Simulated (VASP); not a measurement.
Here is a VASP 6.6.1 calculation.

The input INCAR:

```
SYSTEM = FeP2
PREC = Accurate
ENCUT = 520
EDIFF = 1E-7
ISMEAR = 0
SIGMA = 0.02
LREAL = .FALSE.
LASPH = .TRUE.
NELM = 100
ALGO = Fast
ISIF = 2
LWAVE = .FALSE.
LCHARG = .TRUE.
GGA = CA
LELF = .TRUE.
LVHAR = .TRUE.
NBANDS = 27
```

The input KPOINTS:

```
Automatic mesh
0
G
  8 6 14
  0 0 0
```

File POSCAR:

```
FeP2
1.0
    4.8878217972      0.0000000000      0.0000000000
    0.0000000000      5.5431947118      0.0000000000
    0.0000000000      0.0000000000      2.6703788281
Fe P
2 4
Direct
    0.5000000000      0.5000000000      0.5000000000
    0.0000000000      0.0000000000      0.0000000000
    0.3279022661      0.8667049158      0.5000000000
    0.6720977339      0.1332950842      0.5000000000
    0.1720977339      0.3667049158      0.0000000000
    0.8279022661      0.6332950842      0.0000000000
```

Potentials or basis: VASP PAW LDA potentials, release 64 (Fe, P).

Run with:

```sh
$ cat potpaw_LDA.64/Fe/POTCAR potpaw_LDA.64/P/POTCAR > POTCAR
$ mpirun -np 1 vasp_std > vasp.out
```

(1) Estimate the band gap on the k mesh.

(2) Estimate the pressure.

(3) What does it give for the largest force?

Results:

(1) 0.38 eV, indirect (least direct gap 0.70 eV).

(2) 0.2 GPa.

(3) 0.041 eV/Å.
